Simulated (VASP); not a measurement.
# MgO: how numerical settings change the zone-centre modes, part 2 of 2

How far do the zone-centre frequencies of MgO depend on the numerical settings? The starting structure is a measured crystal structure from the Crystallography Open Database.

VASP 6.6.1.

Results so far: reference T1u 423.5 cm⁻¹.

### 3. Modes with a 7×7×7 mesh

Level of this step: LDA; plane waves and PAW (Mg, O) (VASP).

Against step 2 the input has a 7×7×7 mesh.

INCAR reads:

```
SYSTEM = MgO
PREC = Accurate
ENCUT = 520
EDIFF = 1E-08
NELM = 100
ISMEAR = 0
SIGMA = 0.03
LREAL = .FALSE.
ALGO = Normal
GGA = CA
NBANDS = 10
LORBIT = 11
LWAVE = .FALSE.
LCHARG = .FALSE.
KPAR = 4
IBRION = 8
LEPSILON = .TRUE.
LPEAD = .TRUE.
ISIF = 2
```

POSCAR reads:

```
MgO
1.0
    0.0000000000      2.0730437084      2.0730437084
    2.0730437084      0.0000000000      2.0730437084
    2.0730437084      2.0730437084      0.0000000000
Mg O
1 1
Direct
    0.0000000000      0.0000000000      0.0000000000
    0.5000000000      0.5000000000      0.5000000000
```

KPOINTS reads:

```
Automatic mesh
0
Gamma
7 7 7
0 0 0
```

Potentials, in the order of the species: Mg and O (LDA family, release 64).

On the command line:

```bash
mpirun -np 4 vasp_std
```

What it wrote:

```text
[... set-up lines as in an earlier step ...]
 entering main loop
       N       E                     dE             d eps       ncg     rms          rms(c)
DAV:   1     0.902715492488E+01    0.90272E+01   -0.46816E+03   456   0.703E+02
DAV:   2    -0.145741056747E+02   -0.23601E+02   -0.23323E+02   438   0.137E+02
DAV:   3    -0.150316875868E+02   -0.45758E+00   -0.45734E+00   480   0.162E+01
DAV:   4    -0.150325279872E+02   -0.84040E-03   -0.84038E-03   436   0.793E-01
[...]
DAV:  11    -0.134453295832E+02    0.82298E-06   -0.40302E-06   438   0.119E-02    0.300E-03
DAV:  12    -0.134453295830E+02    0.18935E-09   -0.15777E-07   434   0.287E-03    0.586E-04
DAV:  13    -0.134453295822E+02    0.88215E-09   -0.39537E-09   222   0.701E-04
   1 F= -.13445330E+02 E0= -.13445330E+02  d E =-.215540E-34
 Linear response reoptimize wavefunctions to high precision
DAV:   1    -0.134453295831E+02   -0.90995E-09   -0.12840E-10   272   0.121E-04
DAV:   2    -0.134453295830E+02    0.73555E-10   -0.91097E-12   214   0.294E-05
 Linear response to external field (no local field effect), progress :
[...]
RMM:   9    -0.215025038158E-02    0.34842E-08   -0.15720E-12  1201   0.395E-06    0.379E-07
 first order change of Fermi-energy   0.49643E-04
 force on displaced ion       1 direction 1 :  -6.364   0.000   0.000
 Born effective charge ion    1 direction 1 :   1.948   0.000   0.000
 Linear response progress:
  Degree of freedom:   2/  2
       N       E                     dE             d eps       ncg     rms          rms(c)
RMM:   1    -0.347378572589E+00   -0.34738E+00    0.39553E-01  1418   0.425E+00
RMM:   2    -0.348874264719E+00   -0.14957E-02   -0.13951E-03  1246   0.296E-01    0.135E-01
RMM:   3    -0.350256874643E+00   -0.13826E-02   -0.38011E-04  1188   0.141E-01    0.714E-02
RMM:   4    -0.352368946619E+00   -0.21121E-02   -0.38094E-04  1133   0.145E-01    0.174E-02
[...]
RMM:   8    -0.352379697264E+00    0.85759E-07   -0.11509E-10  1366   0.525E-05    0.152E-05
RMM:   9    -0.352379739706E+00   -0.42442E-07   -0.90366E-11  1367   0.163E-05    0.243E-06
RMM:  10    -0.352379739441E+00    0.26492E-09   -0.92793E-11  1060   0.707E-06    0.450E-07
 first order change of Fermi-energy   0.10018E-02
 force on displaced ion       2 direction 1 :  -6.361   0.000   0.000
 Born effective charge ion    2 direction 1 :  -1.948   0.000   0.000
 Born effective charges drift removed
 Linear response finished
```

Elapsed: 14 s, on 4 MPI ranks of Intel Xeon Platinum 8375C at 2.90GHz (Ice Lake), shared host; peak memory 0.63 GiB; 53 s of CPU time.

OUTCAR, selected parts (step 3):

```text
  Total       -0.0017841     -0.0017841     -0.0017841     -0.0000000     -0.0000000      0.0000000
  in kB       -0.1604277     -0.1604277     -0.1604277     -0.0000000     -0.0000000      0.0000000
  external PRESSURE =      -0.1604277 kB  Pullay stress =       0.0000000 kB

 POSITION                                       TOTAL-FORCE (eV/Angst)
 -----------------------------------------------------------------------------------
      0.00000      0.00000      0.00000        -0.000000     -0.000000      0.000000
      2.07304      2.07304      2.07304         0.000000      0.000000      0.000000
 -----------------------------------------------------------------------------------
    total drift:                               -0.000000     -0.000000      0.000000

 MACROSCOPIC STATIC DIELECTRIC TENSOR (including local field effects in DFT)
 ------------------------------------------------------
           3.090539    -0.000000    -0.000000
           0.000000     3.090539     0.000000
           0.000000     0.000000     3.090539
 ------------------------------------------------------

 MACROSCOPIC STATIC DIELECTRIC TENSOR IONIC CONTRIBUTION
 ------------------------------------------------------
           6.059692    -0.000000     0.000000
          -0.000000     6.059692    -0.000000
           0.000000    -0.000000     6.059692
 ------------------------------------------------------

[... 1 part as in an earlier step ...]

[... 1 further part left out ...]
```

With a 7×7×7 mesh the mode is T1u 423.4 cm⁻¹, -0.1 cm⁻¹ from the reference.

### 4. Modes with a cutoff of 400 eV

Against step 2 the input has ENCUT = 400.

INCAR, as its differences from that of step 3:

```diff
@@ -2,3 +2,3 @@
 PREC = Accurate
-ENCUT = 520
+ENCUT = 400
 EDIFF = 1E-08
```

POSCAR is that of step 3.

KPOINTS reads:

```
Automatic mesh
0
Gamma
12 12 12
0 0 0
```

On the command line:

```bash
mpirun -np 4 vasp_std
```

What it wrote:

```text
[... set-up lines as in an earlier step ...]
 entering main loop
       N       E                     dE             d eps       ncg     rms          rms(c)
DAV:   1     0.528678877777E+01    0.52868E+01   -0.41598E+03  1688   0.568E+02
DAV:   2    -0.146638527302E+02   -0.19951E+02   -0.19496E+02  1692   0.119E+02
DAV:   3    -0.150241815885E+02   -0.36033E+00   -0.36007E+00  1682   0.138E+01
DAV:   4    -0.150248431723E+02   -0.66158E-03   -0.66157E-03  1610   0.683E-01
[...]
DAV:  12    -0.134701656477E+02   -0.16398E-06   -0.12781E-07  1580   0.277E-03    0.536E-04
DAV:  13    -0.134701656589E+02   -0.11168E-07   -0.33649E-09   838   0.629E-04    0.328E-05
DAV:  14    -0.134701656614E+02   -0.24618E-08   -0.85151E-11   782   0.940E-05
   1 F= -.13470166E+02 E0= -.13470166E+02  d E =-.250610E-23
 Linear response reoptimize wavefunctions to high precision
DAV:   1    -0.134701656617E+02   -0.31639E-09   -0.86249E-12   868   0.274E-05
DAV:   2    -0.134701656617E+02   -0.23988E-10   -0.10126E-12   776   0.712E-06
 Linear response to external field (no local field effect), progress :
[...]
RMM:   9    -0.214379952871E-02    0.17394E-08   -0.85869E-12  5053   0.464E-06    0.352E-07
 first order change of Fermi-energy   0.45249E-04
 force on displaced ion       1 direction 1 :  -6.365   0.000   0.000
 Born effective charge ion    1 direction 1 :   1.949   0.000   0.000
 Linear response progress:
  Degree of freedom:   2/  2
       N       E                     dE             d eps       ncg     rms          rms(c)
RMM:   1    -0.347169761560E+00   -0.34717E+00    0.40146E-01  5774   0.411E+00
RMM:   2    -0.349160867255E+00   -0.19911E-02   -0.16313E-03  5143   0.316E-01    0.137E-01
RMM:   3    -0.350577029392E+00   -0.14162E-02   -0.36366E-04  4949   0.137E-01    0.739E-02
RMM:   4    -0.352758115815E+00   -0.21811E-02   -0.37646E-04  4676   0.142E-01    0.172E-02
[...]
RMM:   8    -0.352769684187E+00    0.17031E-06   -0.38958E-09  5447   0.577E-05    0.126E-05
RMM:   9    -0.352769710618E+00   -0.26431E-07   -0.38818E-09  5635   0.259E-05    0.141E-06
RMM:  10    -0.352769719911E+00   -0.92928E-08   -0.38837E-09  4356   0.159E-05    0.364E-07
 first order change of Fermi-energy   0.11556E-02
 force on displaced ion       2 direction 1 :  -6.378   0.000   0.000
 Born effective charge ion    2 direction 1 :  -1.949   0.000   0.000
 Born effective charges drift removed
 Linear response finished
```

Wall time 24 s (4 MPI ranks); peak memory 0.84 GiB.

From OUTCAR (step 4):

```text
  Total       -0.5721448     -0.5721448     -0.5721448     -0.0000000      0.0000000     -0.0000000
  in kB      -51.4471307    -51.4471307    -51.4471307     -0.0000000      0.0000000     -0.0000000
  external PRESSURE =     -51.4471307 kB  Pullay stress =       0.0000000 kB

 POSITION                                       TOTAL-FORCE (eV/Angst)
 -----------------------------------------------------------------------------------
      0.00000      0.00000      0.00000         0.000000      0.000000      0.000000
      2.07304      2.07304      2.07304        -0.000000     -0.000000     -0.000000
 -----------------------------------------------------------------------------------
    total drift:                                0.000000      0.000000      0.000000

 MACROSCOPIC STATIC DIELECTRIC TENSOR (including local field effects in DFT)
 ------------------------------------------------------
           3.088593     0.000000    -0.000000
           0.000000     3.088593     0.000000
          -0.000000     0.000000     3.088593
 ------------------------------------------------------

 MACROSCOPIC STATIC DIELECTRIC TENSOR IONIC CONTRIBUTION
 ------------------------------------------------------
           6.052968     0.000000    -0.000000
           0.000000     6.052968     0.000000
          -0.000000     0.000000     6.052968
 ------------------------------------------------------

[... 1 part as in an earlier step ...]

[... 1 further part left out ...]
```

With a cutoff of 400 eV the mode is T1u 423.8 cm⁻¹, +0.3 cm⁻¹ from the reference.

### 5. Modes with a 16×16×16 mesh

Against step 2 the input has a 16×16×16 mesh.

INCAR, as its differences from that of step 4:

```diff
@@ -2,3 +2,3 @@
 PREC = Accurate
-ENCUT = 400
+ENCUT = 520
 EDIFF = 1E-08
```

POSCAR is that of step 4.

KPOINTS reads:

```
Automatic mesh
0
Gamma
16 16 16
0 0 0
```

On the command line:

```bash
mpirun -np 4 vasp_std
```

What it wrote:

```text
[... set-up lines as in an earlier step ...]
 entering main loop
       N       E                     dE             d eps       ncg     rms          rms(c)
DAV:   1     0.109181945521E+02    0.10918E+02   -0.48497E+03  3340   0.717E+02
DAV:   2    -0.145296092101E+02   -0.25448E+02   -0.24854E+02  3296   0.138E+02
DAV:   3    -0.150314805716E+02   -0.50187E+00   -0.50154E+00  3390   0.172E+01
DAV:   4    -0.150325732355E+02   -0.10927E-02   -0.10926E-02  3184   0.898E-01
[...]
DAV:  11    -0.134454505971E+02    0.77000E-06   -0.39637E-06  3150   0.120E-02    0.292E-03
DAV:  12    -0.134454506016E+02   -0.45387E-08   -0.14803E-07  3220   0.281E-03    0.619E-04
DAV:  13    -0.134454506006E+02    0.10526E-08   -0.40644E-09  1710   0.749E-04
   1 F= -.13445451E+02 E0= -.13445451E+02  d E =-.128902E-13
 Linear response reoptimize wavefunctions to high precision
DAV:   1    -0.134454506014E+02   -0.82343E-09   -0.13275E-10  1888   0.118E-04
DAV:   2    -0.134454506014E+02   -0.15461E-10   -0.81523E-12  1584   0.296E-05
 Linear response to external field (no local field effect), progress :
[...]
RMM:   9    -0.215029004224E-02   -0.96316E-09   -0.15789E-12 10632   0.411E-06    0.383E-07
 first order change of Fermi-energy  -0.13205E-01
 force on displaced ion       1 direction 1 :  -6.364   0.000   0.000
 Born effective charge ion    1 direction 1 :   1.948   0.000   0.000
 Linear response progress:
  Degree of freedom:   2/  2
       N       E                     dE             d eps       ncg     rms          rms(c)
RMM:   1    -0.348580302003E+00   -0.34858E+00    0.38352E-01 12479   0.425E+00
RMM:   2    -0.348874992415E+00   -0.29469E-03   -0.17944E-03 11013   0.341E-01    0.135E-01
RMM:   3    -0.350257588252E+00   -0.13826E-02   -0.37886E-04 10581   0.141E-01    0.714E-02
RMM:   4    -0.352370059383E+00   -0.21125E-02   -0.38049E-04 10019   0.145E-01    0.174E-02
[...]
RMM:   8    -0.352380436731E+00    0.93493E-07   -0.15683E-09 12148   0.625E-05    0.150E-05
RMM:   9    -0.352380477704E+00   -0.40973E-07   -0.16489E-09 12134   0.258E-05    0.243E-06
RMM:  10    -0.352380473900E+00    0.38047E-08   -0.15336E-09  9671   0.169E-05    0.443E-07
 first order change of Fermi-energy   0.14339E-01
 force on displaced ion       2 direction 1 :  -6.361   0.000   0.000
 Born effective charge ion    2 direction 1 :  -1.948   0.000   0.000
 Born effective charges drift removed
 Linear response finished
```

Wall time 59 s (4 MPI ranks); peak memory 1.7 GiB; 3.8 min of CPU time.

Parts of OUTCAR (step 5):

```text
  Total       -0.0017494     -0.0017494     -0.0017494      0.0000000      0.0000000      0.0000000
  in kB       -0.1573050     -0.1573050     -0.1573050      0.0000000      0.0000000      0.0000000
  external PRESSURE =      -0.1573050 kB  Pullay stress =       0.0000000 kB

 POSITION                                       TOTAL-FORCE (eV/Angst)
 -----------------------------------------------------------------------------------
      0.00000      0.00000      0.00000        -0.000000     -0.000000      0.000000
      2.07304      2.07304      2.07304         0.000000      0.000000     -0.000000
 -----------------------------------------------------------------------------------
    total drift:                               -0.000000     -0.000000      0.000000

 MACROSCOPIC STATIC DIELECTRIC TENSOR (including local field effects in DFT)
 ------------------------------------------------------
           3.093093    -0.000000     0.000000
           0.000000     3.093093    -0.000000
          -0.000000     0.000000     3.093093
 ------------------------------------------------------

 MACROSCOPIC STATIC DIELECTRIC TENSOR IONIC CONTRIBUTION
 ------------------------------------------------------
           6.059027    -0.000000    -0.000000
          -0.000000     6.059027    -0.000000
          -0.000000    -0.000000     6.059027
 ------------------------------------------------------

[... 1 part as in an earlier step ...]

[... 1 further part left out ...]
```

With a 16×16×16 mesh the mode is T1u 423.5 cm⁻¹, as with the reference.

### 6. Modes with finite displacements

Against step 2 the input has IBRION = 6, NFREE = 2, POTIM = 0.015, no LEPSILON and no LPEAD (also changed: NSW).

INCAR, as its differences from that of step 5:

```diff
@@ -15,5 +15,6 @@
 KPAR = 4
-IBRION = 8
-LEPSILON = .TRUE.
-LPEAD = .TRUE.
+IBRION = 6
+NFREE = 2
+POTIM = 0.015
+NSW = 1
 ISIF = 2
```

POSCAR is that of step 5.

KPOINTS reads:

```
Automatic mesh
0
Gamma
12 12 12
0 0 0
```

On the command line:

```bash
mpirun -np 4 vasp_std
```

What it wrote:

```text
[... set-up lines as in an earlier step ...]
 entering main loop
       N       E                     dE             d eps       ncg     rms          rms(c)
[... 13 cycles as in an earlier step ...]
   1 F= -.13445460E+02 E0= -.13445460E+02  d E =-.453816E-20
[...]
2 F= -.13444743E+02 E0= -.13444743E+02  d E =-.239096E-20
[...]
3 F= -.13444743E+02 E0= -.13444743E+02  d E =-.238857E-20
[...]
4 F= -.13444744E+02 E0= -.13444744E+02  d E =-.238729E-20
[...]
5 F= -.13444744E+02 E0= -.13444744E+02  d E =-.238747E-20
 Finite differences progress:
  Degree of freedom:   2/  2
  Displacement:        2/  2
  Total:               4/  4
```

Elapsed: 14 s, on 4 MPI ranks; peak memory 0.67 GiB.

OUTCAR, selected parts (step 6):

```text
  Total        0.0081551     -0.0024779     -0.0024779     -0.0000000      0.0000000      0.0000000
  in kB        0.7333012     -0.2228103     -0.2228103     -0.0000000      0.0000000      0.0000000
  external PRESSURE =       0.0958935 kB  Pullay stress =       0.0000000 kB

 POSITION                                       TOTAL-FORCE (eV/Angst)
 -----------------------------------------------------------------------------------
      0.00000      0.00000      0.00000        -0.095600      0.000000      0.000000
      2.05804      2.07304      2.07304         0.095600      0.000000      0.000000
 -----------------------------------------------------------------------------------
    total drift:                                0.000036     -0.000000     -0.000000

  FREE ENERGIE OF THE ION-ELECTRON SYSTEM (eV)
  ---------------------------------------------------
  free  energy   TOTEN  =       -13.4447440623 eV

  energy  without entropy=      -13.4447440623  energy(sigma->0) =      -13.44474406

[... 2 parts as in an earlier step ...]

[... 1 further part left out ...]
[key lines of the parts left out:]
E-fermi :   3.4319
```

The last energy, forces and stress in OUTCAR belong to the last displaced cell, not to that of POSCAR.

With finite displacements the mode is T1u 423.7 cm⁻¹, +0.2 cm⁻¹ from the reference.

### 7. The runs compared

| run | T1u | method | core minutes |
| --- | --- | --- | --- |
| reference | 423.5 | perturbation theory | 2.13 |
| a 7×7×7 mesh | 423.4 | perturbation theory | 0.933 |
| a cutoff of 400 eV | 423.8 | perturbation theory | 1.6 |
| a 16×16×16 mesh | 423.5 | perturbation theory | 3.93 |
| finite displacements | 423.7 | finite displacements | 0.947 |

Modes are in cm⁻¹, degenerate ones as one, matched between runs by symmetry and order. A number in brackets counts the listed modes of one symmetry from the lowest. The symmetry labels come from an automatic analysis and can be wrong where levels nearly coincide. Core minutes are wall time times ranks of the run shown, on a shared host.

### 8. What came out

```json
{
  "T1u, reference": "423.5 cm⁻¹",
  "T1u, a 7×7×7 mesh": "423.4 cm⁻¹",
  "T1u, a cutoff of 400 eV": "423.8 cm⁻¹",
  "T1u, a 16×16×16 mesh": "423.5 cm⁻¹",
  "T1u, finite displacements": "423.7 cm⁻¹"
}
```

What this shows: The largest change comes with a cutoff of 400 eV: +0.3 cm⁻¹ in T1u. On finer settings the modes change by less than 0.1 cm⁻¹ with a 16×16×16 mesh. Other changes move the modes by more: +0.3 cm⁻¹ in T1u with a cutoff of 400 eV. The dielectric constants and Born charges in the logs aren't compared here; at a small gap they can be far off, and in a run without a gap they mean nothing. The frequencies are harmonic, and the splitting of polar modes by their long-range field is left out. Further runs on this material are not shown.

[Lines on the potential files, build, host, timing and source positions are cut from VASP's logs without a mark.]

[Logs are printed without paths, hosts, clocks, repeated set-up lines and the standing remarks that a program may print on its own settings, such as how far it seeks lower states.]

[Hosts, paths, dates, database ids (printed as entryN), source tags and the programs' standing remarks are cut or masked in the printed files.]
